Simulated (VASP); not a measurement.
Computed with PBE GGA, VASP's PBE PAW potentials (set 64) (plane waves; VASP).

Input for VASP

**INCAR**
```
# general
SYSTEM =ZrO2
PREC   =Accurate
ENCUT  =400   # plane-wave cut-off (eV)
LREAL  =.FALSE.   # projection in real space or not
LASPH  =.TRUE.

# electronic loop
EDIFF  =1E-6
NELM   =100
ALGO   =Normal   # blocked Davidson
LMAXMIX=4   # l cut-off of mixed one-centre charges

# smearing
ISMEAR =-1   # Fermi-Dirac
SIGMA  =0.05   # width (eV)

# functional
GGA    =PE

# ions
ISIF   =2

# output
LWAVE  =.FALSE.
LCHARG =.FALSE.
```

File KPOINTS:
```
Automatic mesh
0
Gamma
 11 11 11
0 0 0
```

### KPOINTS_OPT
```
k-points along high-symmetry lines
10
Line-mode
Reciprocal
  0.000000   0.000000   0.000000 ! GAMMA
  0.500000   0.000000   0.500000 ! X

  0.500000   0.000000   0.500000 ! X
  0.625000   0.250000   0.625000 ! U

  0.375000   0.375000   0.750000 ! K
  0.000000   0.000000   0.000000 ! GAMMA

  0.000000   0.000000   0.000000 ! GAMMA
  0.500000   0.500000   0.500000 ! L

  0.500000   0.500000   0.500000 ! L
  0.500000   0.250000   0.750000 ! W

  0.500000   0.250000   0.750000 ! W
  0.500000   0.000000   0.500000 ! X
```

### POSCAR
```
ZrO2
1
    0.0000000000     2.5450000000     2.5450000000
    2.5450000000     0.0000000000     2.5450000000
    2.5450000000     2.5450000000     0.0000000000
Zr O
1 2
Direct
  0.0000000000   0.0000000000   0.0000000000
  0.2500000000   0.2500000000   0.2500000000
  0.7500000000   0.7500000000   0.7500000000
```

POTCAR, in this order: Zr_sv O (PBE.64 set). Program: vasp_std.

Q: What will the output report for the number of irreducible k-points (NKPTS), largest plane-wave count, number of space-group operations, FFT grid (NGX, NGY, NGZ)?

A: 
The number of irreducible k-points (NKPTS) comes out as 56 and the largest plane-wave count comes out as 609. The number of space-group operations is 48. The FFT grid (NGX, NGY, NGZ) comes out as 24 × 24 × 24.

The structure is a typed ZrO2 crystal (Fm-3m). The cell was not relaxed at this level.
